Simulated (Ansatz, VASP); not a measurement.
# Li4Si in VASP and in Ansatz

```
CELL_PARAMETERS angstrom
-2.96001 2.96001 2.96001
2.96001 -2.96001 2.96001
2.96001 2.96001 -2.96001
ATOMIC_POSITIONS crystal
Li 0.50000 0.50000 0.50000
Li 0.00000 0.00000 0.50000
Li 0.00000 0.50000 0.00000
Li 0.50000 0.00000 0.00000
Si 0.00000 0.00000 0.00000
```

Alike in both runs: functional PBE; k mesh 6 × 6 × 6; occupations gaussian, width 0.1 eV; no spin polarisation.

Ansatz relaxed the structure, and its values are those at the end. VASP's run is a single point on that final structure, the one shown.

|  | VASP | Ansatz |
| --- | --- | --- |
| version | VASP 6.6.1 | Ansatz 0.2.0 |
| potentials or method | VASP PAW PBE potentials, release 64 (Li_sv, Si) | scalar-relativistic, plane waves, PAW |
| plane-wave cutoff (eV) | 520 | 420 |
| valence electrons in the cell | 16 | 16 |

Ansatz gave:

```
gap on the k mesh at the Fermi level (eV) : 0.37
least direct gap on the mesh (eV)         : 0.60
```

Problem. Which values does VASP return?

Solution. gap on the k mesh at the Fermi level (eV): 0.37; least direct gap on the mesh (eV): 0.59.

The functional is the same, so the differences come from potentials, cutoffs and numerics.
